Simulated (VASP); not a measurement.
Ta2O5 (space group P2/m): the band gap from VASP (plane waves, PAW) at several levels of theory. Gaps are without spin-orbit coupling. Each level names its cell: its own relaxed one, PBE's, or the starting one. A gap is the smallest over the k-mesh and a band path; hybrids may have named points in place of the path, and GW has the mesh alone.  mBJ is a potential without an energy functional, so only the levels count.

```
level                  band gap (eV)
---------------------  -------------
PBEsol (own cell)               2.14
r2SCAN (own cell)               2.65
mBJ (TB09) (PBE cell)           3.50
```

The cell of the PBEsol (own cell) run:

```yaml
crystal:
  lattice:
    - [3.84524, 0.00000, -0.00366]
    - [0.00000, 3.86426, 0.00000]
    - [-1.82695, 0.00000, 6.51012]
  atoms:
    - { symbol: Ta, position: [0.64798, 0.00000, 0.79233] }
    - { symbol: Ta, position: [0.35202, 0.00000, 0.20767] }
    - { symbol: O, position: [0.66404, 0.50000, 0.79930] }
    - { symbol: O, position: [0.33596, 0.50000, 0.20070] }
    - { symbol: O, position: [0.18909, 0.00000, 0.87045] }
    - { symbol: O, position: [0.81091, 0.00000, 0.12955] }
    - { symbol: O, position: [0.50000, 0.00000, 0.50000] }
```

Only levels that ran to the end are used. Left out are those held back, those with too coarse a band path, GW runs whose mesh misses a band edge, hybrids' fits of cells that aren't cubic and levels without matching references; a question may draw on a part of the rest.

The structure comes from a computed database's Ta2O5 entry (P2/m); how it stands against other phases isn't given here.
